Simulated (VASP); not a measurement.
# Te4Pt3 with PBEsol: from relaxation to properties

What structure and properties does PBEsol give Te4Pt3, and how near are they to the measured ones? The steps: full relaxation (PBEsol), single point with fields (PBEsol), band structure (PBEsol), density of states (PBEsol), vibrations at Γ (PBEsol), core-level energies (PBEsol), bands along the symmetry lines (PBEsol + SOC) and total energy, forces and stress (PBEsol), changed input. The start is a cell from a database of measured crystal structures.

Program: VASP 6.6.1. Level of theory: PBEsol; plane waves and PAW (Te, Pt), in the first sound run; inputs show where later runs differ. Results are calculated unless marked as measured.

Experimental background.

“Unveiling the Mechanisms Ruling the Efficient Hydrogen Evolution Reaction with Mitrofanovite Pt3Te4” (2021, pmc:8436201) reports for Pt3Te4, trigonal layered mitrofanovite, by synchrotron X-ray diffraction (self-flux-grown single crystal): lattice constant a (a, hexagonal setting) 3.99 Å [XRD details only in the Supporting Information; temperature not stated]; lattice constant c (c, hexagonal setting) 35.4 Å [XRD details only in the Supporting Information; temperature not stated].

## 1. Starting point

Before any relaxation, the start is as follows. Symmetry: R-3m, No. 166, trigonal system. Conventional cell: a = 3.988 Å, b = 3.988 Å, c = 35.390 Å, α = 90.00°, β = 90.00°, γ = 120.00°. Nearest to Te lie 3 Pt at 2.64 Å. Te has 3 Pt at 2.67 Å nearest. Nearest to Pt lie 6 Te at 2.67 Å. Nearest to Pt lie 3 Te at 2.64 Å and 3 Pt at 2.73 Å. Farther neighbours and most contacts between anions are not listed.

As a file:

```xyz
7
Lattice="3.9880 0.0000 0.0000 -1.9940 -3.4537 0.0000 0.0000 2.3025 -11.7967" Properties=species:S:1:pos:R:3 pbc="T T T"
Te    1.9940    1.1512   -7.9156
Te    0.0000   -2.3025   -3.8811
Te    1.9940   -1.1512   -1.3566
Te    0.0000    0.0000  -10.4401
Pt    0.0000    0.0000    0.0000
Pt    1.9940   -1.1512   -6.6297
Pt    0.0000    0.0000   -5.1669
```

## 2. Full relaxation (PBEsol)

Properties are meant for the cell that this level of theory prefers, so cell and atoms are relaxed first (ISIF = 3) until forces and stress are small; EDIFFG sets the threshold. PBEsol restores the gradient expansion of exchange and is tuned for the cells of solids.

The input, INCAR:

```
SYSTEM = Te4Pt3
PREC = Accurate
ENCUT = 400
EDIFF = 1E-06
NELM = 100
ISMEAR = 0
SIGMA = 0.05
LREAL = .FALSE.
ALGO = Normal
GGA = PS
NBANDS = 34
LASPH = .TRUE.
LORBIT = 11
LWAVE = .FALSE.
LCHARG = .FALSE.
KPAR = 4
IBRION = 2
NSW = 60
ISIF = 3
EDIFFG = -0.01
```

The input, POSCAR:

```
Te4Pt3
1.0
    3.9880000000      0.0000000000      0.0000000000
   -1.9940000000     -3.4537093103      0.0000000000
    0.0000000000      2.3024728735    -11.7966666667
Te Pt
4 3
Direct
    0.5570000000      0.1140000000      0.6710000000
    0.4430000000      0.8860000000      0.3290000000
    0.7050000000      0.4100000000      0.1150000000
    0.2950000000      0.5900000000      0.8850000000
    0.0000000000      0.0000000000      0.0000000000
    0.8540000000      0.7080000000      0.5620000000
    0.1460000000      0.2920000000      0.4380000000
```

The input, KPOINTS:

```
Automatic mesh
0
Gamma
7 7 7
0 0 0
```

Potentials, in the order of the species: Te and Pt (PBE family, release 64).

Run with:

```console
$ mpirun -np 4 vasp_std
```

What it wrote:

```text
[banner, memory and clock lines left out]
running    4 mpi-ranks, on    1 nodes
 distrk:  each k-point on    1 cores,    4 groups
 distr:  one band on    1 cores,    1 groups

 POSCAR found type information on POSCAR TePt
 POSCAR found :  2 types and       7 ions
|                                                                             |
|               ----> ADVICE to this user running VASP <----                  |
|                                                                             |
|     You enforced a specific xc type in the INCAR file but a different       |
|     [... a line on the potential file left out ...]
|     I HOPE YOU KNOW WHAT YOU ARE DOING!                                     |
|                                                                             |

 LDA part: xc-table for (Slater+PW92), standard interpolation
 POSCAR, INCAR and KPOINTS ok, starting setup
 FFT: planning ... GRIDC
 FFT: planning ... GRID_SOFT
 FFT: planning ... GRID
 WAVECAR not read
 entering main loop
       N       E                     dE             d eps       ncg     rms          rms(c)
DAV:   1     0.252752942138E+03    0.25275E+03   -0.20107E+04  3008   0.112E+03
DAV:   2    -0.236749579165E+02   -0.27643E+03   -0.26715E+03  3616   0.226E+02
DAV:   3    -0.386467378097E+02   -0.14972E+02   -0.14629E+02  3624   0.513E+01
DAV:   4    -0.389254352574E+02   -0.27870E+00   -0.27792E+00  3686   0.776E+00
DAV:   5    -0.389307719396E+02   -0.53367E-02   -0.53310E-02  3524   0.109E+00    0.209E+01
DAV:   6    -0.379566291114E+02    0.97414E+00   -0.50415E+00  3220   0.151E+01    0.131E+01
DAV:   7    -0.378001752001E+02    0.15645E+00   -0.17377E+00  3074   0.101E+01    0.415E+00
DAV:   8    -0.376646505578E+02    0.13552E+00   -0.45490E-01  3156   0.515E+00    0.155E+00
DAV:   9    -0.376616677492E+02    0.29828E-02   -0.74740E-02  3276   0.154E+00    0.809E-01
DAV:  10    -0.376610050428E+02    0.66271E-03   -0.66489E-03  3358   0.485E-01    0.268E-01
DAV:  11    -0.376606151551E+02    0.38989E-03   -0.22526E-03  3452   0.330E-01    0.113E-01
DAV:  12    -0.376605885746E+02    0.26580E-04   -0.41571E-04  3420   0.137E-01    0.314E-02
DAV:  13    -0.376605889605E+02   -0.38589E-06   -0.34287E-05  3180   0.324E-02    0.194E-02
DAV:  14    -0.376605885231E+02    0.43739E-06   -0.51449E-06  3338   0.127E-02
   1 F= -.37660589E+02 E0= -.37659296E+02  d E =-.376606E+02
 curvature:   0.00 expect dE= 0.000E+00 dE for cont linesearch  0.000E+00
 trial: gam= 0.00000 g(F)=  0.434E-01 g(S)=  0.409E-01 ort = 0.000E+00 (trialstep = 0.100E+01)
 search vector abs. value=  0.843E-01
 bond charge predicted
       N       E                     dE             d eps       ncg     rms          rms(c)
DAV:   1    -0.380403275475E+02   -0.37974E+00   -0.78302E+00  3148   0.169E+01    0.413E+00
DAV:   2    -0.377327071649E+02    0.30762E+00   -0.18478E+00  3164   0.955E+00    0.224E+00
DAV:   3    -0.376834641233E+02    0.49243E-01   -0.16819E-01  3148   0.281E+00    0.101E+00
DAV:   4    -0.376763534039E+02    0.71107E-02   -0.29280E-02  3102   0.732E-01    0.505E-01
DAV:   5    -0.376732755507E+02    0.30779E-02   -0.10229E-02  3264   0.582E-01    0.291E-01
DAV:   6    -0.376730693083E+02    0.20624E-03   -0.14278E-03  3436   0.256E-01    0.207E-01
DAV:   7    -0.376731049017E+02   -0.35593E-04   -0.66338E-04  3408   0.162E-01    0.170E-01
DAV:   8    -0.376730843480E+02    0.20554E-04   -0.78279E-05  3134   0.517E-02    0.111E-01
DAV:   9    -0.376730862907E+02   -0.19428E-05   -0.87096E-06  3290   0.186E-02    0.483E-02
DAV:  10    -0.376730832575E+02    0.30332E-05   -0.51509E-06  2756   0.158E-02    0.209E-02
DAV:  11    -0.376730825222E+02    0.73526E-06   -0.17709E-06  1572   0.615E-03
   2 F= -.37673083E+02 E0= -.37671811E+02  d E =-.124940E-01
[... from here on, the cycles between the ionic steps are left out ...]
   3 F= -.37685780E+02 E0= -.37684509E+02  d E =-.251915E-01
   4 F= -.37710748E+02 E0= -.37709818E+02  d E =-.249678E-01
   5 F= -.37713547E+02 E0= -.37712787E+02  d E =-.277671E-01
   6 F= -.37716794E+02 E0= -.37716089E+02  d E =-.324707E-02
   7 F= -.37717133E+02 E0= -.37716447E+02  d E =-.358576E-02
   8 F= -.37716661E+02 E0= -.37715952E+02  d E =0.471731E-03
   9 F= -.37717598E+02 E0= -.37716904E+02  d E =-.464814E-03
  10 F= -.37717906E+02 E0= -.37717205E+02  d E =-.308649E-03
  11 F= -.37718078E+02 E0= -.37717365E+02  d E =-.480731E-03
  12 F= -.37718079E+02 E0= -.37717363E+02  d E =-.481012E-03
  13 F= -.37718034E+02 E0= -.37717320E+02  d E =0.447659E-04
 trial-energy change:    0.000045  1 .order    0.000030   -0.000074    0.000134
 step:   0.3517(harm=  0.4615)  dis= 0.00022  next Energy=   -37.718088 (dE=-0.967E-05)
 bond charge predicted
       N       E                     dE             d eps       ncg     rms          rms(c)
DAV:   1    -0.377184084355E+02   -0.37365E-03   -0.10092E-02  3098   0.552E-01    0.122E-01
DAV:   2    -0.377181372378E+02    0.27120E-03   -0.17151E-03  3110   0.291E-01    0.646E-02
DAV:   3    -0.377180929084E+02    0.44329E-04   -0.14576E-04  3096   0.803E-02    0.319E-02
DAV:   4    -0.377180873269E+02    0.55815E-05   -0.26050E-05  3118   0.205E-02    0.160E-02
DAV:   5    -0.377180854309E+02    0.18960E-05   -0.10059E-05  3160   0.177E-02    0.964E-03
DAV:   6    -0.377180856494E+02   -0.21847E-06   -0.14987E-06  1668   0.818E-03
  14 F= -.37718086E+02 E0= -.37717370E+02  d E =-.691611E-05
 curvature:  -0.24 expect dE=-0.361E-05 dE for cont linesearch -0.191E-09
 trial: gam= 0.25551 g(F)=  0.102E-04 g(S)=  0.493E-05 ort = 0.218E-06 (trialstep = 0.111E+01)
 search vector abs. value=  0.191E-04
 reached required accuracy - stopping structural energy minimisation
```

The job ended after 3 min (4 MPI ranks of Intel Xeon 6975P-C (Granite Rapids), shared host; peak memory 1.3 GiB).

Lines that name or quote the potential files are left out of all logs, and their timing lines are given in words.

From OUTCAR (step 2):

```text
ion  position               nearest neighbor table
   1  0.557  0.114  0.671-   6 2.64   6 2.64   6 2.64   4 3.42   4 3.42   4 3.42   7 3.59   7 3.59
                             7 3.59
   2  0.443  0.886  0.329-   7 2.64   7 2.64   7 2.64   3 3.42   3 3.42   3 3.42   6 3.59   6 3.59
                             6 3.59
   3  0.705  0.410  0.115-   5 2.67   5 2.67   5 2.67   2 3.42   2 3.42   2 3.42   4 3.56   4 3.56
                             4 3.56
   4  0.295  0.590  0.885-   5 2.67   5 2.67   5 2.67   1 3.42   1 3.42   1 3.42   3 3.56   3 3.56
                             3 3.56
   5  0.000  0.000  0.000-   4 2.67   3 2.67   4 2.67   3 2.67   3 2.67   4 2.67
   6  0.854  0.708  0.562-   1 2.64   1 2.64   1 2.64   7 2.73   7 2.73   7 2.73   2 3.59   2 3.59
                             2 3.59
   7  0.146  0.292  0.438-   2 2.64   2 2.64   2 2.64   6 2.73   6 2.73   6 2.73   1 3.59   1 3.59
                             1 3.59

  LATTYP: Found a trigonal (rhomboedric) cell.
 ALAT       =    12.0192647770
 COS(alpha) =     0.9449541606

 Subroutine GETGRP returns: Found 12 space group operations
 (whereof 12 operations were pure point group operations)

The static configuration has the point symmetry D_3d.

 Found     44 irreducible k-points:

   k-points           NKPTS =     44   k-points in BZ     NKDIM =     44   number of bands    NBANDS=     34

   dimension x,y,z NGX =    28 NGY =   28 NGZ =   80
   dimension x,y,z NGXF=    56 NGYF=   56 NGZF=  160

   ENCUT  =  400.0 eV  29.40 Ry    5.42 a.u.   6.50  6.50 19.60*2*pi/ulx,y,z

   NELECT =      54.0000    total number of electrons

 k-points in reciprocal lattice and weights: Automatic mesh
   0.00000000  0.00000000  0.00000000       0.003
   0.14285714  0.00000000 -0.00000000       0.017
   0.28571429  0.00000000 -0.00000000       0.017
   0.42857143  0.00000000 -0.00000000       0.017
   0.00000000  0.14285714 -0.00000000       0.017
   0.14285714  0.14285714 -0.00000000       0.035
   0.28571429  0.14285714  0.00000000       0.035
   0.42857143  0.14285714 -0.00000000       0.035
  -0.42857143  0.14285714  0.00000000       0.035
[...]
0.00000000  0.00000000  0.42857143       0.006
   0.14285714  0.00000000  0.42857143       0.017

 average (electrostatic) potential at core
       1 -86.2804       2 -86.2804       3 -86.2784       4 -86.2784       5 -65.9092
       6 -65.3072       7 -65.3072

 E-fermi :   8.5446

 k-point     1 :       0.0000    0.0000    0.0000
  band No.  band energies     occupation
    ...
     20       6.6273      2.00000
     21       6.7416      2.00000
     22       6.8490      2.00000
     23       7.9258      2.00000
     24       7.9258      2.00000
     25       9.1412      0.00000
     26       9.1412      0.00000
     27       9.8140      0.00000
     28      10.5581      0.00000
     29      10.5581      0.00000
    ...

 k-point     2 :       0.1429    0.0000   -0.0000
  band No.  band energies     occupation
    ...
     21       6.8391      2.00000
     22       7.0420      2.00000
     23       7.6629      2.00000
     24       7.8319      2.00000
     25       7.9464      2.00000
     26       8.7860      0.00000
     27       9.1566      0.00000
     28       9.7030      0.00000
     29      10.0946      0.00000
     30      10.4929      0.00000
    ...

 k-point     3 :       0.2857    0.0000   -0.0000
  band No.  band energies     occupation
    ...
     23       6.8210      2.00000
     24       6.9902      2.00000
     25       7.2690      2.00000
     26       8.0085      2.00000
     27       8.2415      2.00000
     28       9.2477      0.00000
     29       9.8946      0.00000
     30       9.9274      0.00000
     31      10.6999      0.00000
     32      11.4002      0.00000
    ...

  Total       -0.0175026     -0.0175026     -0.0101547      0.0000000     -0.0000000      0.0000000
  in kB       -0.1735443     -0.1735443     -0.1006872      0.0000000     -0.0000000      0.0000000
  external PRESSURE =      -0.1492586 kB  Pullay stress =       0.0000000 kB

  energy-cutoff  :      400.00
  volume of cell :      161.59
      direct lattice vectors                 reciprocal lattice vectors
     3.998241832 -0.000000000  0.000000000     0.250109934 -0.144401038 -0.028559041
    -1.999120916 -3.462578997  0.000000000    -0.000000000 -0.288802075 -0.057118081
    -0.000000000  2.308385998-11.671727244     0.000000000 -0.000000000 -0.085677122

 POSITION                                       TOTAL-FORCE (eV/Angst)
 -----------------------------------------------------------------------------------
      1.99912      1.15419     -7.75882        -0.000000     -0.000000     -0.001311
     -0.00000     -2.30839     -3.91291         0.000000      0.000000      0.001311
      1.99912     -1.15419     -1.36538        -0.000000      0.000000      0.003467
     -0.00000     -0.00000    -10.30634         0.000000     -0.000000     -0.003467
     -0.00000      0.00000     -0.00000         0.000000      0.000000      0.000000
      1.99912     -1.15419     -6.54825        -0.000000      0.000000      0.009572
     -0.00000     -0.00000     -5.12348         0.000000     -0.000000     -0.009572
 -----------------------------------------------------------------------------------
    total drift:                                0.000000      0.000000     -0.000000

  FREE ENERGIE OF THE ION-ELECTRON SYSTEM (eV)
  ---------------------------------------------------
  free  energy   TOTEN  =       -37.7180856494 eV

  energy  without entropy=      -37.7166543604  energy(sigma->0) =      -37.71737000

 reached required accuracy - stopping structural energy minimisation

 total charge
# of ion       s       p       d       tot
------------------------------------------
    1        1.395   1.842   0.091   3.328
    2        1.395   1.842   0.091   3.328
    3        1.394   1.860   0.074   3.327
    4        1.394   1.860   0.074   3.327
    5        0.680   0.654   8.093   9.427
    6        0.678   0.586   8.135   9.399
    7        0.678   0.586   8.135   9.399
--------------------------------------------------
tot          7.613   9.230  24.692  41.536

[... 3 further parts left out ...]
```

The PAW data sets were made with PBE, which is usual practice but a small mismatch for other functionals. The run keeps the 12 symmetry operations of its start, so it cannot find a distortion of lower symmetry.

The steps of the relaxation:

```
step  energy less that of the first step (eV)  largest force (eV/Å)  pressure (GPa)  volume (Å³)
   1                                   0.0000                0.6439           -1.36       162.48
   2                                  -0.0125                0.4011            2.67       157.89
   3                                  -0.0252                0.3169            0.95       159.76
   4                                  -0.0502                0.1513            0.34       160.55
   5                                  -0.0530                0.2210            0.07       160.93
   6                                  -0.0562                0.0761           -0.13       161.25
   7                                  -0.0565                0.0632           -0.23       161.41
   8                                  -0.0561                0.0583            0.50       160.70
   9                                  -0.0570                0.0305            0.08       161.12
  10                                  -0.0573                0.0166            0.06       161.28
  11                                  -0.0575                0.0112            0.04       161.51
  12                                  -0.0575                0.0135            0.04       161.53
  13                                  -0.0574                0.0116           -0.11       161.73
  14                                  -0.0575                0.0096           -0.01       161.59
```

```
conventional cell, symmetrised  before   after  change
                         a (Å)   3.988   3.998  +0.3 %
                         b (Å)   3.988   3.998  +0.3 %
                         c (Å)  35.390  35.015  -1.1 %
              volume (Å³/atom)   23.21   23.08  -0.6 %
```

The atoms that moved most (Å, as changes of fractional coordinates times the final cell):

```
atom     dx     dy      dz  length
 Te2  0.000  0.000  -0.073   0.073
 Te1  0.000  0.000   0.073   0.073
 Te3  0.000  0.000  -0.023   0.023
 Te4  0.000  0.000   0.023   0.023
 Pt6  0.000  0.000   0.011   0.011
 Pt7  0.000  0.000  -0.011   0.011
```

The relaxed structure:

```cif
data_structure
_symmetry_space_group_name_H-M 'P 1'
_symmetry_Int_Tables_number 1
_cell_length_a 3.9982
_cell_length_b 3.9982
_cell_length_c 11.8978
_cell_angle_alpha 99.673
_cell_angle_beta 90.000
_cell_angle_gamma 120.000
_cell_volume 161.59
loop_
_atom_site_label
_atom_site_type_symbol
_atom_site_fract_x
_atom_site_fract_y
_atom_site_fract_z
_atom_site_occupancy
Te1 Te 0.55492 0.10984 0.66475 1
Te2 Te 0.44508 0.89016 0.33525 1
Te3 Te 0.70566 0.41132 0.11698 1
Te4 Te 0.29434 0.58868 0.88302 1
Pt5 Pt 0.00000 0.00000 0.00000 1
Pt6 Pt 0.85368 0.70736 0.56104 1
Pt7 Pt 0.14632 0.29264 0.43896 1
```

This step gave:

| Property | Result |
| --- | --- |
| electrons | 54 |
| bands | 34 |
| irreducible k-points | 44 |
| symmetry operations | 12 |
| free energy (TOTEN) | -37.72 eV |
| energy at zero smearing | -37.72 eV |
| Fermi energy | 8.545 eV |
| pressure | -0.01493 GPa |
| metallic | yes |
| SCF cycles over all ionic steps | 104 |

It ends with a largest force of 0.010 eV/Å and a pressure of -0.01 GPa. The volume lies -0.6 % from that of the database's start, which holds the thermal and zero-point expansion of its experiment.

(Part 1 of 6 ends here.)

[Lines on the potential files, build, host, timing and source positions are cut from VASP's logs without a mark.]

[Logs are printed without paths, hosts, clocks, repeated set-up lines and the standing remarks that a program may print on its own settings, such as how far it seeks lower states.]

[Hosts, paths, dates, database ids (printed as entryN), source tags and the programs' standing remarks are cut or masked in the printed files.]

[A measured line is paired with the nearest computed mode of its activity, which favours agreement.]
